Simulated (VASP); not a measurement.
Consider the following.

```
CELL_PARAMETERS angstrom
     -1.59957     1.61830     3.99223
      1.59957    -1.61830     3.99223
      1.59957     1.61830    -3.99223
ATOMIC_POSITIONS crystal
  Si 0.66500 0.66500 0.00000
  Si 0.33500 0.33500 0.00000
  W  0.00000 0.03043 0.03043
```

The numbers are results of PBE GGA, VASP's PBE PAW potentials (set 64) (plane waves; VASP), not measurements. Run with 400 eV cut-off, 3×3×3 Monkhorst-Pack mesh, first-order Methfessel-Paxton smearing of 0.10 eV, potentials Si W_sv.

Question: Which forces act on the atoms, in eV/Å?

Answer: 
```json
[
 {"atom": "Si1", "Fx": "0.549", "Fy": "0.000", "Fz": "0.503"},
 {"atom": "Si2", "Fx": "0.549", "Fy": "0.000", "Fz": "-0.503"},
 {"atom": "W3", "Fx": "-1.097", "Fy": "0.000", "Fz": "0.000"}
]
```

Question: Give the stress tensor in GPa (positive for a compressed cell).

Answer: 
```
 5.00   0.00   0.00
 0.00   0.87   0.00
 0.00   0.00  -1.23
```
The pressure is its mean diagonal, 1.55 GPa.

The compound is WSi2 in the MoSi2 type structure. The cell was not relaxed at this level. The k-mesh is coarse (spacing up to 0.92 per Å, 2π included), so the numbers may not be converged in it. The run is one of a series of settings (KPOINTS 3×3×3 Monkhorst-Pack mesh against the base run), some of them coarse on purpose.
